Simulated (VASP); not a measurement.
# Mg6MnCr (Amm2) in VASP: reference runs

Reference runs on Mg6MnCr: the cell as given and a disturbed copy.

All numbers are computed with VASP 6.6.1; they aren't measurements. Logs are shortened: lines on timing, memory, paths and dates and some standing lists are left out, and cuts for length are marked.

### 1 Starting point

It takes space group Amm2 (No. 38, orthorhombic). Conventional cell: a = 4.948 Å, b = 6.225 Å, c = 10.596 Å, α = 90.00°, β = 90.00°, γ = 90.00°. Mn (site symmetry mm2) is surrounded by 10 Mg at 3.02 to 3.09 Å and 2 Cr at 3.11 Å. Cr (site symmetry mm2) is surrounded by 10 Mg at 3.02 to 3.09 Å and 2 Mn at 3.11 Å. Around Mg (site symmetry mm2) lie 10 Mg at 3.01 to 3.14 Å and 2 Cr at 3.02 Å. Mg (site symmetry mm2) has 10 Mg at 3.01 to 3.14 Å and 2 Mn at 3.02 Å as nearest neighbours. Around Mg (site symmetry m) lie 8 Mg at 3.01 to 3.14 Å and 2 Mn at 3.04 Å and 2 Cr at 3.04 Å. Mg (site symmetry m) has 8 Mg at 3.06 to 3.11 Å and 2 Mn at 3.06 to 3.09 Å and 2 Cr at 3.06 to 3.09 Å as nearest neighbours.

The cell comes from a database or a generator and needn't be the stable form of this composition.

### 2 Single point, PBE, collinear spin, ferromagnetic start

The input, INCAR:

```
SYSTEM = Mg6MnCr
ALGO = Normal ; EDIFF = 1E-7
ENCUT = 520 ; GGA = PE
ISIF = 2 ; ISMEAR = -1
ISPIN = 2 ; LASPH = .True.
LCHARG = .False. ; LMAXMIX = 4
LORBIT = 11 ; LREAL = .False.
LWAVE = .False. ; MAGMOM = 4 3 0 0 0 0 0 0
NBANDS = 32 ; NELM = 100
PREC = Accurate ; SIGMA = 0.05
```

The input, KPOINTS:

```
k-points
0
Gamma
  6 5 5
  0 0 0
```

The input, POSCAR:

```
Mg6MnCr
1.0
    4.9476670000      0.0000000000      0.0000000000
    0.0000000000      3.1127400000      5.2977700000
    0.0000000000     -3.1127400000      5.2977700000
Mn Cr Mg
1 1 6
Direct
    0.0000000000      0.8341940000      0.8341940000
    0.0000000000      0.3339620000      0.3339620000
    0.5000000000      0.1701910000      0.1701910000
    0.5000000000      0.6702710000      0.6702710000
    0.5000000000      0.1630010000      0.6633030000
    0.5000000000      0.6633030000      0.1630010000
    0.0000000000      0.3325380000      0.8325440000
    0.0000000000      0.8325440000      0.3325380000
```

Potentials or basis: VASP PAW PBE potentials, release 64 (Mn_pv, Cr_pv, Mg).

The run is started by

```bash
> cat potpaw_PBE.64/Mn_pv/POTCAR potpaw_PBE.64/Cr_pv/POTCAR potpaw_PBE.64/Mg/POTCAR > POTCAR
> mpirun -np 1 vasp_std > vasp.out
```

OUTCAR:

```text
SYSTEM = Mg6MnCr
   EDIFF = 1E-7
   ENCUT = 520
   GGA = PE
   ISIF = 2
   ISMEAR = -1
   ISPIN = 2
   LASPH = .True.
   LORBIT = 11
   LREAL = .False.
   NELM = 100
   PREC = Accurate

 ion  position               nearest neighbor table
   1  0.000  0.834  0.834-   4 3.02   4 3.02   6 3.04   5 3.04   5 3.04   6 3.04   8 3.06   7 3.06
                             7 3.09   8 3.09   2 3.11   2 3.11
   2  0.000  0.334  0.334-   3 3.02   3 3.02   6 3.04   5 3.04   5 3.04   6 3.04   8 3.06   7 3.06
                             8 3.09   7 3.09   1 3.11   1 3.11
   3  0.500  0.170  0.170-   5 3.01   6 3.01   2 3.02   2 3.02   8 3.07   7 3.07   7 3.07   8 3.07
                             4 3.11   4 3.11   6 3.14   5 3.14
   4  0.500  0.670  0.670-   5 3.01   6 3.01   1 3.02   1 3.02   8 3.07   7 3.07   7 3.07   8 3.07
                             3 3.11   3 3.11   5 3.14   6 3.14
   5  0.500  0.163  0.663-   4 3.01   3 3.01   1 3.04   1 3.04   2 3.04   2 3.04   7 3.06   7 3.06
                             6 3.11   6 3.11   3 3.14   4 3.14
   6  0.500  0.663  0.163-   4 3.01   3 3.01   1 3.04   1 3.04   2 3.04   2 3.04   8 3.06   8 3.06
                             5 3.11   5 3.11   3 3.14   4 3.14
   7  0.000  0.333  0.833-   5 3.06   5 3.06   1 3.06   2 3.06   3 3.07   3 3.07   4 3.07   4 3.07
                             2 3.09   1 3.09   8 3.11   8 3.11
   8  0.000  0.833  0.333-   6 3.06   6 3.06   1 3.06   2 3.06   3 3.07   3 3.07   4 3.07   4 3.07
                             2 3.09   1 3.09   7 3.11   7 3.11

  LATTYP: Found a base centered orthorhombic cell.
 ALAT       =     6.2254800000
 B/A-ratio  =     1.7019635434
 C/A-ratio  =     0.7947446623

  Lattice vectors:

 A1 = (   0.0000000000,   3.1127400000,  -5.2977700000)
 A2 = (   0.0000000000,   3.1127400000,   5.2977700000)
 A3 = (   4.9476670000,   0.0000000000,   0.0000000000)

Analysis of symmetry for initial positions (statically):
=====================================================================
 Subroutine PRICEL returns:
 Original cell was already a primitive cell.

 Routine SETGRP: Setting up the symmetry group for a
 base centered orthorhombic supercell.

 Subroutine GETGRP returns: Found  4 space group operations
 (whereof  4 operations were pure point group operations)
 out of a pool of  8 trial point group operations.

The static configuration has the point symmetry C_2v.

Analysis of symmetry for dynamics (positions and initial velocities):
=====================================================================
 Subroutine PRICEL returns:
 Original cell was already a primitive cell.

 Routine SETGRP: Setting up the symmetry group for a
 base centered orthorhombic supercell.

 Subroutine GETGRP returns: Found  4 space group operations
 (whereof  4 operations were pure point group operations)
 out of a pool of  8 trial point group operations.

The dynamic configuration has the point symmetry C_2v.

Analysis of structural, dynamic, and magnetic symmetry:
=====================================================================
 Subroutine PRICEL returns:
 Original cell was already a primitive cell.

 Routine SETGRP: Setting up the symmetry group for a
 base centered orthorhombic supercell.

 Subroutine GETGRP returns: Found  4 space group operations
 (whereof  4 operations were pure point group operations)
 out of a pool of  8 trial point group operations.

The overall configuration has the point symmetry C_2v.

 Subroutine INISYM returns: Found  4 space group operations
 (whereof  4 operations are pure point group operations),
 and found     1 'primitive' translations

----------------------------------------------------------------------------------------

                                     Primitive cell

  volume of cell :     163.1798

  direct lattice vectors                    reciprocal lattice vectors
     4.947667000  0.000000000  0.000000000     0.202115462  0.000000000  0.000000000
     0.000000000  3.112740000  5.297770000     0.000000000  0.160630184  0.094379333
     0.000000000 -3.112740000  5.297770000     0.000000000 -0.160630184  0.094379333

  length of vectors
     4.947667000  6.144551837  6.144551837     0.202115462  0.186304897  0.186304897

  position of ions in fractional coordinates (direct lattice)
     0.000000000  0.834194000  0.834194000
     0.000000000  0.333962000  0.333962000
     0.500000000  0.170191000  0.170191000
     0.500000000  0.670271000  0.670271000
     0.500000000  0.163001000  0.663303000
     0.500000000  0.663303000  0.163001000
[... 78 lines left out ...]
   ICHARG =      2    charge: 1-file 2-atom 10-const
   ISPIN  =      2    spin polarized calculation?
   LNONCOLLINEAR =      F non collinear calculations
   LSORBIT =      F    spin-orbit coupling
   LASPH  =      T    aspherical Exc in radial PAW
   ENCUT  =  520.0 eV  38.22 Ry    6.18 a.u.   9.20 11.42 11.42*2*pi/ulx,y,z
   NELM   =    100;   NELMIN=  2; NELMDL= -5     # of ELM steps
   EDIFF  = 0.1E-06   stopping-criterion for ELM
   LREAL  =      F    real-space projection
   EDIFFG = 0.1E-05   stopping-criterion for IOM
   NSW    =      0    number of steps for IOM
   IBRION =     -1    ionic relax: 0-MD 1-quasi-New 2-CG
   NFREE  =      0    steps in history (QN), initial steepest desc. (CG)
   ISIF   =      2    stress and relaxation
   ISYM   =      2    0-nonsym 1-usesym 2-fastsym
   POTIM  = 0.5000    time-step for ionic-motion
   TEBEG  =    0.0;   TEEND  =   0.0 temperature during run
   PSTRESS=    0.0 pullay stress
   NELECT =      37.0000    total number of electrons
   NUPDOWN=      -1.0000    fix difference up-down
   EMIN   =  10.00;   EMAX   =-10.00  energy-range for DOS
   EFERMI =   0.00;   METHOD = LEGACY
   ISMEAR =    -1;   SIGMA  =   0.05  broadening in eV -4-tet -1-fermi 0-gaus
   EFERMI_NEDOS =   21; number of points for ismear=-14 and -15
   IALGO  =     38    algorithm
   IMIX   =      4    mixing-type and parameters
     AMIX     =   0.40;   BMIX     =  1.00
     AMIX_MAG =   1.60;   BMIX_MAG =  1.00
  volume/ion in A,a.u.               =      20.40       137.65
  Fermi-wavevector in a.u.,A,eV,Ry     =   0.998282  1.886480 13.559118  0.996567
  Thomas-Fermi vector in A             =   2.130495
   LORBIT       =     11    0 simple, 1 ext, 2 COOP (PROOUT), +10 PAW based schemes
   GGA     = PE    functional components
   LHFCALC =     F    Hartree Fock is set to
   AEXX    =    0.0000 exact exchange contribution
   IVDW    =     0    specifies the selected vdW correction
   LEPSILON=     F    determine dielectric tensor
   LRPA    =     F    only Hartree local field effects (RPA)
 spin polarized calculation
  energy-cutoff  :      520.00
  volume of cell :      163.18
 maximum number of plane-waves:      4414
 NGX is ok and might be reduce to    40
   NGX = 19   NGY = 23   NGZ = 23

 number of electron      37.0000017 magnetization       7.8539412

 Free energy of the ion-electron system (eV)
  ---------------------------------------------------
  ext. energy  EPLUGINS =         0.00000000
  ---------------------------------------------------
  free energy    TOTEN  =       -25.58479397 eV

  energy without entropy =      -25.53138231  energy(sigma->0) =      -25.55808814

 E-fermi :   3.5322     XC(G=0):  -9.2550

 val. band max:        3.5311664976   @ k =   0.5000   0.2000   0.0000
 cond. band min:       3.5335742290   @ k =   0.1667   0.2000   0.2000
 fundamental gap:      0.0024077314
 Fermi energy:         3.5322007214

 spin component 1

 k-point     1 :       0.0000    0.0000    0.0000
  band No.  band energies     occupation
      1     -46.4769      1.00000
      2     -46.4377      1.00000
      3     -46.3828      1.00000
      4     -40.4380      1.00000
      5     -40.4218      1.00000
      6     -40.3943      1.00000
[... 781 lines left out ...]
     29       8.0920      0.00000
     30       8.9086      0.00000

 [... further k-points ...]

 spin component 2

 k-point     1 :       0.0000    0.0000    0.0000
  band No.  band energies     occupation
      1     -42.5521      1.00000
      2     -42.5211      1.00000
      3     -42.4596      1.00000
      4     -36.8463      1.00000
      5     -36.8345      1.00000
      6     -36.8341      1.00000
[... 781 lines left out ...]
     29       8.2617      0.00000
     30       9.0143      0.00000

 [... further k-points ...]

 [bands above 30 left out]

------------------------ aborting loop because EDIFF is reached ----------------------------------------

  FORCE on cell =-STRESS in cart. coord.  units (eV):
  Direction    XX          YY          ZZ          XY          YZ          ZX
  --------------------------------------------------------------------------------------
  -------------------------------------------------------------------------------------
  Total       -0.6008003      0.1011605      0.0402472      0.0000000      0.0000000      0.0000000
  in kB       -5.8989446      0.9932422      0.3951658      0.0000000      0.0000000      0.0000000
  external PRESSURE =      -1.5035122 kB  Pullay stress =       0.0000000 kB

 VOLUME and BASIS-vectors are now :
 -----------------------------------------------------------------------------
  energy-cutoff  :      520.00
  volume of cell :      163.18
      direct lattice vectors                 reciprocal lattice vectors
     4.947667000  0.000000000  0.000000000     0.202115462  0.000000000  0.000000000
     0.000000000  3.112740000  5.297770000     0.000000000  0.160630184  0.094379333
     0.000000000 -3.112740000  5.297770000     0.000000000 -0.160630184  0.094379333

 POSITION                                       TOTAL-FORCE (eV/Angst)
 -----------------------------------------------------------------------------------
      0.00000      0.00000      8.83874         0.000000      0.000000      0.027614
      0.00000      0.00000      3.53851         0.000000      0.000000      0.025498
      2.47383      0.00000      1.80327         0.000000      0.000000      0.038992
      2.47383      0.00000      7.10188         0.000000      0.000000      0.048120
      2.47383     -1.55731      4.37757         0.000000     -0.005746     -0.068643
      2.47383      1.55731      4.37757         0.000000      0.005746     -0.068643
      0.00000     -1.55639      6.17234         0.000000     -0.003484     -0.001468
      0.00000      1.55639      6.17234         0.000000      0.003484     -0.001468
 -----------------------------------------------------------------------------------
    total drift:                               -0.000000     -0.000000     -0.001069

  FREE ENERGIE OF THE ION-ELECTRON SYSTEM (eV)
  ---------------------------------------------------
  free  energy   TOTEN  =       -25.5847939654 eV

  energy  without entropy=      -25.5313823096  energy(sigma->0) =      -25.55808814

 total charge

# of ion       s       p       d       tot
------------------------------------------
    1        0.295   6.161   4.923  11.379
    2        0.275   6.148   4.063  10.485
    3        0.217   0.142   0.015   0.374
    4        0.217   0.140   0.015   0.371
    5        0.211   0.144   0.015   0.370
    6        0.211   0.144   0.015   0.370
    7        0.206   0.145   0.014   0.365
    8        0.206   0.145   0.014   0.365
--------------------------------------------------
tot          1.837  13.167   9.074  24.079

 magnetization (x)

# of ion       s       p       d       tot
------------------------------------------
    1        0.032   0.032   3.675   3.738
    2        0.045   0.038   3.541   3.623
    3       -0.003   0.007   0.001   0.005
    4       -0.000  -0.004  -0.001  -0.004
    5       -0.015  -0.003   0.001  -0.017
    6       -0.015  -0.003   0.001  -0.017
    7       -0.016  -0.010   0.002  -0.024
    8       -0.016  -0.010   0.002  -0.024
--------------------------------------------------
tot          0.012   0.048   7.221   7.282
```

Run time: 6.3 min. Hardware: 1 thread of Intel Xeon 6975P-C (Granite Rapids), shared host; peak memory 0.57 GiB.

What came out:

- Free energy: -25.5848 eV
- Pressure: -0.2 GPa
- Largest force: 0.069 eV/Å
- Band gap on the k mesh: none (metal or under the smearing width)
- Net moment: 7.85 μB per cell
- Site moments: Mn +3.74; Cr +3.62; Mg +0.01, -0.00, -0.02 μB
- Valence electrons inside the program's atomic spheres: Mn 11.38; Cr 10.48; Mg 0.37, 0.36

Forces on the atoms (eV/Å):
```
Mn   0.000  0.000  0.028
Cr   0.000  0.000  0.025
Mg   0.000  0.000  0.039
Mg   0.000  0.000  0.048
Mg   0.000 -0.006 -0.069
Mg   0.000  0.006 -0.069
Mg   0.000 -0.003 -0.001
Mg   0.000  0.003 -0.001
```

Levels at points of the mesh, in eV from the Fermi level:
Spin up:
```tsv
k point	band 18	band 19	band 20	band 21	band 22	band 23	band 24	band 25	band 26	band 27
(0.00, 0.00, 0.00)	-1.51	-1.43	-1.32	-1.11	-0.90	-0.52	0.17	0.89	3.30	3.38
(0.50, 0.00, 0.00)	-1.24	-0.96	-0.83	-0.78	-0.77	-0.51	-0.46	0.50	1.08	1.25
```
Spin down:
| k point | band 13 | band 14 | band 15 | band 16 | band 17 | band 18 |
| --- | --- | --- | --- | --- | --- | --- |
| (0.00, 0.00, 0.00) | -1.60 | -1.19 | -0.91 | 0.11 | 0.41 | 0.83 |
| (0.50, 0.00, 0.00) | -0.79 | -0.76 | -0.59 | -0.47 | -0.46 | -0.14 |

(Part 1 of 2 ends here.)
